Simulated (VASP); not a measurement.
Level of theory: optB86b-vdW, VASP's PBE PAW potentials (set 64) (plane waves; VASP).

VASP input:

### INCAR
```
! general
SYSTEM    =  CuI
PREC      =  Accurate
ENCUT     =  520
LREAL     =  .FALSE.
LASPH     =  .TRUE.

! electronic loop
EDIFF     =  1E-7
NELM      =  100
ALGO      =  Normal
LMAXMIX   =  4

! smearing
ISMEAR    =  -5

! functional
GGA       =  MK
LUSE_VDW  =  .TRUE.
AGGAC     =  0.0
PARAM1    =  0.1234
PARAM2    =  1.0

! ions
ISIF      =  2

! output
LWAVE     =  .FALSE.
LCHARG    =  .TRUE.
LORBIT    =  11
NEDOS     =  601
```

**KPOINTS**
```
kpoints
0
Gamma
 9 9 9
```

POSCAR:
```
CuI
4.2541240
  0.0000000000   0.7071067643   0.7071067643
  0.7071067643   0.0000000000   0.7071067643
  0.7071067643   0.7071067643   0.0000000000
Cu I
1 1
Direct
  0.0000000000   0.0000000000   1.0000000000
  0.2500000000   0.2500000000   0.2500000000
```

POTCAR, in this order: Cu I (PBE.64 set). Program: vasp_std.

Output of the run:

**OSZICAR**
```
       N       E                     dE             d eps       ncg     rms          rms(c)
DAV:   1     0.111077321071E+03    0.11108E+03   -0.80179E+03   910   0.148E+03
DAV:   2     0.689067911382E+01   -0.10419E+03   -0.98167E+02   920   0.267E+02
DAV:   3    -0.755567571399E+00   -0.76462E+01   -0.75355E+01  1230   0.858E+01
DAV:   4    -0.101224480910E+01   -0.25668E+00   -0.25651E+00  1103   0.136E+01
DAV:   5    -0.102066605589E+01   -0.84212E-02   -0.84211E-02  1291   0.262E+00    0.529E+00
DAV:   6    -0.940546231069E+00    0.80120E-01   -0.34988E+00   967   0.547E+01    0.339E+00
DAV:   7    -0.799827150514E+00    0.14072E+00   -0.78092E-01   965   0.322E+01    0.167E+00
DAV:   8    -0.801650365528E+00   -0.18232E-02   -0.46996E-02  1359   0.363E+00    0.478E-01
DAV:   9    -0.798650104241E+00    0.30003E-02   -0.13293E-02  1110   0.371E+00    0.159E-01
DAV:  10    -0.798772087245E+00   -0.12198E-03   -0.72517E-04  1070   0.205E-01    0.617E-02
DAV:  11    -0.798774822136E+00   -0.27349E-05   -0.38999E-04  1172   0.651E-01    0.366E-02
DAV:  12    -0.798768752799E+00    0.60693E-05   -0.36268E-05  1412   0.153E-01    0.260E-02
DAV:  13    -0.798767148117E+00    0.16047E-05   -0.35426E-06  1395   0.426E-02    0.119E-02
DAV:  14    -0.798766589319E+00    0.55880E-06   -0.37742E-06  1283   0.602E-02    0.259E-03
DAV:  15    -0.798766884334E+00   -0.29501E-06   -0.69055E-07  1325   0.760E-03    0.359E-03
DAV:  16    -0.798766852431E+00    0.31903E-07   -0.10655E-08   515   0.156E-03
   1 F= -.79876685E+00 E0= -.79876685E+00  d E =0.000000E+00
```

### OUTCAR
```
------------------------ aborting loop because EDIFF is reached ----------------------------------------
  FORCE on cell =-STRESS in cart. coord.  units (eV):
  Direction    XX          YY          ZZ          XY          YZ          ZX
  --------------------------------------------------------------------------------------
  Total        0.0088136      0.0088136      0.0088136      0.0000000      0.0000000     -0.0000000
  in kB        0.2593874      0.2593874      0.2593874      0.0000000      0.0000000     -0.0000000
  external PRESSURE =       0.2593874 kB  Pullay stress =       0.0000000 kB
  volume of cell :       54.44
      direct lattice vectors                 reciprocal lattice vectors
     0.000000000  3.008119857  3.008119857    -0.166216781  0.166216781  0.166216781
     3.008119857  0.000000000  3.008119857     0.166216781 -0.166216781  0.166216781
     3.008119857  3.008119857  0.000000000     0.166216781  0.166216781 -0.166216781
  FREE ENERGIE OF THE ION-ELECTRON SYSTEM (eV)
  ---------------------------------------------------
  free  energy   TOTEN  =        -0.7987668524 eV

  energy  without entropy=       -0.7987668524  energy(sigma->0) =       -0.79876685

 total charge

# of ion       s       p       d       tot
------------------------------------------
    1        0.338   0.275   9.337   9.950
    2        1.496   2.759   0.056   4.311
--------------------------------------------------
tot          1.834   3.034   9.393  14.261
```
(Selected blocks of OUTCAR.)

The compound is CuI in the zinc blende structure. It was relaxed first.
